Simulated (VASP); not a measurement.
## ZrIr (space group P4/mmm): computed properties

These are PBEsol GGA, VASP's PBE PAW potentials (set 64) (plane waves; VASP) values and carry that method's errors.

* **space group**: P4/mmm (123)
* **cell**: a = 3.093 Å, b = 3.093 Å, c = 3.616 Å, α = 90.00°, β = 90.00°, γ = 90.00°
* **volume per atom**: 17.30 Å³/atom
* **band gap (over mesh and band path)**: none (metal, semimetal or under 0.01 eV)
* **Hill bulk modulus**: 210 GPa
* **Hill shear modulus**: 50.0 GPa
* **Poisson's ratio**: 0.390
* **density**: 13.61 g/cm³
* **optical Γ-point spectrum**: 155 (×2), 170 cm⁻¹
* **C11**: 262 GPa
* **C12**: 167 GPa
* **C13**: 181 GPa
* **C33**: 324 GPa
* **C44**: 46.9 GPa
* **C66**: 51.7 GPa

```cif
data_IrZr
_chemical_formula_sum 'Zr1 Ir1'
_space_group_name_H-M_alt 'P4/mmm'
_space_group_IT_number 123
_space_group_name_Hall '-P 4 2'
_cell_length_a 3.09312
_cell_length_b 3.09312
_cell_length_c 3.61580
_cell_angle_alpha 90.000
_cell_angle_beta 90.000
_cell_angle_gamma 90.000
loop_
_atom_site_label
_atom_site_type_symbol
_atom_site_symmetry_multiplicity
_atom_site_Wyckoff_symbol
_atom_site_fract_x
_atom_site_fract_y
_atom_site_fract_z
_atom_site_occupancy
Zr1 Zr 1 d 0.50000 0.50000 0.50000 1
Ir1 Ir 1 a 0.00000 0.00000 0.00000 1
```

Finite-difference elastic constants of metals are sensitive to mesh and smearing; shear constants can be off by tens of GPa. Unless said otherwise, spin-orbit coupling is left out, though it shifts the bands of the heavy elements here.

The structure comes from a computed database's ZrIr entry (P4/mmm); how it stands against other phases isn't given here. It was relaxed first. Symmetry was kept, so distortions that lower it aren't found. The electron count is odd and the run is not spin-polarised, which forces a metal.
